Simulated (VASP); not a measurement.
Write an ASE script for VASP 6.6.1 that does the following.

```
Task                   : single point
Functional             : PBE
Potentials or basis    : VASP PAW PBE potentials, release 64 (Sm_3, Sr_sv, Cl, F), 4f in core
Cutoff                 : 600 eV
k mesh                 : 7 × 7 × 4
Occupations            : gaussian, width 0.05 eV
Spin                   : collinear spin, ferromagnetic start
Starting moments       : [5.0, 0.0, 0.0, 0.0, 0.0, 0.0] μB
Further INCAR settings : ALGO = Fast; EDIFF = 1.00e-07; NBANDS = 38
```

Crystal: SrSmCl2F2.

```
CELL_PARAMETERS angstrom
4.01755 0.00000 0.00000
0.00000 4.01755 0.00000
0.00000 0.00000 7.15431
ATOMIC_POSITIONS crystal
Sm 0.00000 0.00000 0.22737
Sr 0.50000 0.50000 0.79570
Cl 0.00000 0.00000 0.63171
Cl 0.50000 0.50000 0.34445
F 0.00000 0.50000 0.00039
F 0.50000 0.00000 0.00039
```

The cell comes from a database or a generator and needn't be the stable form of this composition.

These files were run (other wordings do the same):

run.py

```python
from ase.calculators.vasp import Vasp
from ase.dft.bandgap import bandgap
from ase.spacegroup import crystal

atoms = crystal(
    ['Sm', 'Sr', 'Cl', 'Cl', 'F'],
    basis=[[0.0, 0.0, 0.227367], [0.5, 0.5, 0.795695], [0.0, 0.0, 0.631711], [0.5, 0.5, 0.344447], [0.0, 0.5, 0.00039]],
    spacegroup=99,
    setting=1,
    cellpar=[4.017548, 4.017548, 7.154313, 90.0, 90.0, 90.0],
    primitive_cell=True,
)
atoms.set_initial_magnetic_moments([5.0, 0.0, 0.0, 0.0, 0.0, 0.0])
calc = Vasp(
    directory='calc',
    xc='pbe',
    pp='PBE',
    setups={'base': 'minimal', 'Sm': '_3'},
    prec='Accurate',
    encut=600,
    ediff=1e-07,
    ismear=0,
    sigma=0.05,
    lreal=False,
    lasph=True,
    nelm=150,
    algo='Fast',
    isif=2,
    lwave=False,
    lcharg=False,
    ispin=2,
    lorbit=11,
    lmaxmix=6,
    kpts=[7, 7, 4],
    gamma=True,
    nbands=38,
)
atoms.calc = calc

print('energy (eV):', atoms.get_potential_energy())
print('free energy (eV):', atoms.get_potential_energy(force_consistent=True))
print('forces (eV/A):')
print(atoms.get_forces())
print('stress (eV/A^3, Voigt):', atoms.get_stress())
print('Fermi level (eV):', calc.get_fermi_level())
print('moment (muB):', atoms.get_magnetic_moment())
print('site moments (muB):', atoms.get_magnetic_moments())
gap, top, bottom = bandgap(calc)
print('band gap (eV):', gap, 'from (spin, k, band)', top, 'to', bottom)
```

Potentials or basis: VASP PAW PBE potentials, release 64 (Sm_3, Sr_sv, Cl, F), 4f in core.

Run with:

```console
$ python run.py
```

It gave:

```json
{"Pressure": "-0.1 GPa", "Largest force": "0.070 eV/Å", "Band gap on the k mesh": "none (metal or under the smearing width)", "Net moment": "0.42 μB per cell", "Site moments": "Sm +0.22; Sr +0.01; Cl -0.00, +0.00; F +0.00 μB", "Valence electrons inside the program's atomic spheres": "Sm 8.85; Sr 7.97; Cl 5.17, 5.13; F 6.10"}
```

Caveat: the magnetic or orbital state may not be the lowest; spin-orbit coupling is left out, which moves the levels of the heavy elements; the 4f electrons are frozen in the core as for a trivalent ion, so they carry no moment and show no levels.

It took 4.6 min on 1 thread of AMD EPYC 9R45 96-Core Processor (Zen 5) (shared host), peak memory 0.43 GiB.
